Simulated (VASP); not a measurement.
# TlAs (relaxed from the NiAs type structure, space group P6_3/mmc): computed properties

Calculation: PBEsol GGA, VASP's PBE PAW potentials (set 64) (plane waves; VASP).

| Property | Value |
|---|---|
| space group | P6_3/mmc (194) |
| cell | a = b = 3.9578 Å, c = 7.2420 Å, α = β = 90.00°, γ = 120.00° |
| volume per atom | 24.56 Å³/atom |
| band gap (over mesh and band path) | none (metal, semimetal or under 0.01 eV) |
| density | 9.44 g/cm³ |

TlAs is modelled in the hexagonal space group P6₃/mmc (No. 194), the NiAs type structure, Pearson symbol hP4. Conventional cell: a = b = 3.9578 Å, c = 7.2420 Å, α = β = 90.00°, γ = 120.00°. Tl on 2a has 6 As at 2.915 Å (octahedral). As on 2c sees 6 Tl at 2.915 Å (trigonal prismatic). (Neighbours: up to the widest gap in distance over summed covalent radii, below 1.35, at either atom; cation-cation and far metal-metal contacts left out.)

Unless said otherwise, spin-orbit coupling is left out, though it shifts the bands of the heavy elements here.

The structure was generated: TlAs was put into the NiAs type type (P6_3/mmc), which need not be its known phase. It was relaxed first, which changed the volume by +10 %. Symmetry was kept, so distortions that lower it aren't found.
